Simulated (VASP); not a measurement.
# NiMoIrPdW (Cm) in VASP: further runs, part 2 of 2

VASP 6.6.1. Earlier steps stand in the parts before.

### Step 3. Relaxation of cell and atoms, optB88-vdW, collinear spin, ferromagnetic start

Input file INCAR:

```
PREC = Accurate
ENCUT = 600
EDIFF = 1E-6
ISMEAR = -1
SIGMA = 0.05
LREAL = F
LASPH = T
NELM = 100
ALGO = Normal
ISIF = 3
LWAVE = F
LCHARG = F
ISPIN = 2
MAGMOM = 1 1 0 0.6 0
LORBIT = 11
LMAXMIX = 4
GGA = BO
LUSE_VDW = T
AGGAC = 0.0
PARAM1 = 0.1833333333
PARAM2 = 0.22
IBRION = 2
NSW = 60
EDIFFG = -0.01
KPAR = 4
```

Input file KPOINTS:

```
regular mesh
0
Gamma
  11 11 3
```

Input file POSCAR:

```
NiMoIrPdW
1.0
    2.3446000000     -1.4313800000      0.0090600000
    2.3446000000      1.4313800000      0.0090600000
   -2.2060000000      0.0000000000     10.9237400000
Ni Mo Pd Ir W
1 1 1 1 1
Direct
    0.4983800000      0.4983800000      0.2952500000
    0.3177300000      0.3177300000      0.9120700000
    0.2473300000      0.2473300000      0.4906100000
    0.7498200000      0.7498200000      0.1080200000
    0.6867300000      0.6867300000      0.6940600000
```

Potentials or basis: VASP PAW PBE potentials, release 64 (Ni, Mo_sv, Pd, Ir, W_sv).

Run with:

```bash
$ cat potpaw_PBE.64/Ni/POTCAR potpaw_PBE.64/Mo_sv/POTCAR potpaw_PBE.64/Pd/POTCAR potpaw_PBE.64/Ir/POTCAR potpaw_PBE.64/W_sv/POTCAR > POTCAR
$ mpirun -np 4 vasp_std > vasp.out
```

It took 59 min on 4 MPI ranks of Intel Xeon Platinum 8488C (Sapphire Rapids), shared host; peak memory 0.99 GiB.

The run converged. Its results:

```
Free energy                                           : -28.3303 eV
Relaxed volume                                        : 14.70 Å³/atom
Relaxed cell                                          : a = 2.752 Å, b = 2.752 Å, c = 11.170 Å, α = 99.40°, β = 99.40°, γ = 62.23°
Space group after relaxing (to 0.05 Å)                : Cm (No. 8)
Energy gained by relaxing                             : 0.5 meV/atom
Ionic steps                                           : 22
Pressure after relaxing                               : 0.0 GPa
Largest force after relaxing                          : 0.009 eV/Å
Band gap on the k mesh                                : none (metal or under the smearing width)
Net moment                                            : 0.00 μB per cell
Valence electrons inside the program's atomic spheres : Ni 9.17; Mo 12.55; Pd 9.57; Ir 8.35; W 12.07
```

Forces on the atoms (eV/Å):
```
Ni   0.003  0.000 -0.004
Mo   0.000  0.000 -0.004
Pd  -0.002  0.000  0.009
Ir   0.004  0.000  0.000
W   -0.005  0.000 -0.002
```

The path:
```
step  energy change (eV)  largest force (eV/Å)  pressure (GPa)  volume (Å³)
   1              0.0000                0.1661            0.73        73.38
   2              0.0018                0.0968           -1.87        74.09
   3             -0.0014                0.0654           -0.42        73.65
   4             -0.0019                0.0623            0.06        73.47
   5             -0.0019                0.0354            0.01        73.52
   6             -0.0021                0.0285            0.00        73.51
   7             -0.0022                0.0225            0.02        73.49
   8             -0.0023                0.0159           -0.04        73.50
   9             -0.0023                0.0191           -0.09        73.51
  10             -0.0024                0.0196            0.11        73.45
  11             -0.0024                0.0205            0.11        73.44
  12             -0.0024                0.0223            0.20        73.42
  13             -0.0024                0.0232            0.21        73.42
  14             -0.0025                0.0244            0.21        73.42
  15             -0.0025                0.0286            0.26        73.41
  16             -0.0026                0.0236            0.01        73.48
  17             -0.0026                0.0220           -0.13        73.52
  18             -0.0026                0.0231           -0.13        73.50
  19             -0.0026                0.0233           -0.08        73.49
  20             -0.0026                0.0236           -0.07        73.49
  21             -0.0026                0.0179           -0.01        73.49
  22             -0.0026                0.0095            0.01        73.48
```

Final structure:
```
Ni Mo Pd Ir W
1.0
     2.35621   -1.42220    0.01378
     2.35621    1.42220    0.01378
    -2.19502    0.00000   10.95182
Ni Mo Pd Ir W
1 1 1 1 1
Direct
  0.49709 0.49709 0.29582
  0.32147 0.32147 0.91211
  0.24816 0.24816 0.48963
  0.74976 0.74976 0.10883
  0.68350 0.68350 0.69362
```

Levels at points of the mesh, in eV from the Fermi level:
Spin up:
```
           k point  band 26  band 27  band 28  band 29  band 30  band 31
(0.00, 0.00, 0.00)    -0.92    -0.85    -0.72    -0.69    -0.58    -0.12
```
Spin down:
```
           k point  band 25  band 26  band 27  band 28  band 29  band 30  band 31  band 32
(0.00, 0.00, 0.00)    -1.25    -0.92    -0.85    -0.72    -0.69    -0.58    -0.12     0.02
```

Caveat: the PAW data sets were made with another functional, which shifts forces and pressure a little.

### Step 4. Relaxation of cell and atoms, vdW-DF-cx, collinear spin, ferromagnetic start

Edit INCAR of step 3 so:

```diff
@@ -16,7 +16,5 @@
 LMAXMIX = 4
-GGA = BO
+GGA = CX
 LUSE_VDW = T
 AGGAC = 0.0
-PARAM1 = 0.1833333333
-PARAM2 = 0.22
 IBRION = 2
```

KPOINTS is that of step 3.

POSCAR is that of step 3.

Run with:

```bash
$ cat potpaw_PBE.64/Ni/POTCAR potpaw_PBE.64/Mo_sv/POTCAR potpaw_PBE.64/Pd/POTCAR potpaw_PBE.64/Ir/POTCAR potpaw_PBE.64/W_sv/POTCAR > POTCAR
$ mpirun -np 4 vasp_std > vasp.out
```

Run time: 2.5 h. Hardware: 4 MPI ranks of Intel Xeon Platinum 8488C (Sapphire Rapids), shared host; peak memory 1 GiB.

It converged, with:

```
Free energy                                           : -31.0947 eV
Relaxed volume                                        : 14.26 Å³/atom
Relaxed cell                                          : a = 2.726 Å, b = 2.726 Å, c = 11.073 Å, α = 99.31°, β = 99.31°, γ = 61.97°
Space group after relaxing (to 0.05 Å)                : Cm (No. 8)
Energy gained by relaxing                             : 9.9 meV/atom
Ionic steps                                           : 50
Pressure after relaxing                               : -0.1 GPa
Largest force after relaxing                          : 0.009 eV/Å
Band gap on the k mesh                                : none (metal or under the smearing width)
Net moment                                            : 0.00 μB per cell
Valence electrons inside the program's atomic spheres : Ni 9.20; Mo 12.60; Pd 9.63; Ir 8.41; W 12.12
```

Forces in eV/Å, atoms in the order of the input:
```
Ni   0.003  0.000 -0.009
Mo   0.008  0.000  0.002
Pd  -0.009  0.000 -0.002
Ir   0.003  0.000  0.006
W   -0.004  0.000  0.002
```

Stress tensor (GPa, compression positive):
```
-0.07  0.00  0.02
 0.00 -0.11  0.00
 0.02  0.00  0.01
```

The path:
```csv
step,energy change (eV),largest force (eV/Å),pressure (GPa),volume (Å³)
1,0.0000,0.0530,-6.91,73.38
3,-0.0441,0.1944,-0.09,71.45
5,0.0234,0.3932,9.84,69.11
7,-0.0466,0.0901,0.12,71.29
9,-0.0475,0.0747,-0.41,71.43
11,-0.0481,0.0488,-0.42,71.41
13,-0.0484,0.0470,-0.17,71.31
15,-0.0484,0.0500,-0.08,71.30
17,-0.0487,0.0384,0.39,71.18
19,-0.0489,0.0564,0.10,71.26
21,-0.0491,0.0522,0.00,71.30
23,-0.0493,0.0260,-0.24,71.37
25,-0.0494,0.0306,-0.05,71.28
27,-0.0494,0.0329,0.07,71.27
29,-0.0494,0.0314,0.14,71.28
31,-0.0494,0.0222,-0.09,71.32
33,-0.0494,0.0218,-0.11,71.35
35,-0.0494,0.0220,-0.16,71.33
37,-0.0495,0.0378,0.05,71.28
39,-0.0495,0.0253,-0.01,71.30
41,-0.0496,0.0145,0.11,71.27
43,-0.0496,0.0131,0.11,71.26
45,-0.0497,0.0104,-0.02,71.31
47,-0.0497,0.0097,-0.20,71.34
49,-0.0497,0.0093,-0.14,71.33
50,-0.0497,0.0094,-0.05,71.32
```

Final structure:
```xyz
5
Lattice="2.3369 -1.4032 0.0162 2.3369 1.4032 0.0162 -2.1651 0.0000 10.8597" Properties=species:S:1:pos:R:3 pbc="T T T"
Ni    1.6823    0.0000    3.2331
Mo   -0.4641    0.0000    9.9183
Pd    0.1010    0.0000    5.3220
Ir    3.2689    0.0000    1.2119
W     1.6835    0.0000    7.5453
```

Levels at points of the mesh, in eV from the Fermi level:
Spin up:
```
           k point  band 25  band 26  band 27  band 28  band 29  band 30  band 31  band 32
(0.00, 0.00, 0.00)    -1.28    -0.97    -0.87    -0.80    -0.68    -0.63    -0.26     0.06
```
Spin down:
```csv
k point,band 25,band 26,band 27,band 28,band 29,band 30,band 31,band 32
"(0.00, 0.00, 0.00)",-1.28,-0.97,-0.87,-0.80,-0.68,-0.63,-0.26,0.06
```

Caveat: the PAW data sets were made with another functional, which shifts forces and pressure a little. Spin-orbit coupling is left out, which matters for the levels of Ir, W.

### Step 5. Overview

```csv
task,level,cell,cutoff (eV),gap on the mesh (eV),pressure (GPa),moment (μB),relaxed volume (Å³/atom),largest force (eV/Å)
atomic charges,PBE+TS,as given,520,none,-10.9,0.00,-,0.12
relaxation of cell and atoms,optB88-vdW,relaxed,600,none,0.0,0.00,14.70,0.01
relaxation of cell and atoms,vdW-DF-cx,relaxed,600,none,-0.1,0.00,14.26,0.01
```

Alike in all rows: potentials or basis VASP PAW PBE potentials, release 64 (Ni, Mo_sv, Pd, Ir, W_sv); spin collinear, ferromagnetic start; k mesh 11 × 11 × 3; smearing fermi-dirac 0.05 eV.

Caveats: the PAW data sets were made with another functional, which shifts forces and pressure a little (some runs); atom-pairwise D2, TS and ULG terms overbind metals (some runs); pairwise dispersion overbinds metals, which lowers pressure and volume (some runs).

Total energies depend on the potentials used, so only differences within one code and one set of settings carry meaning.
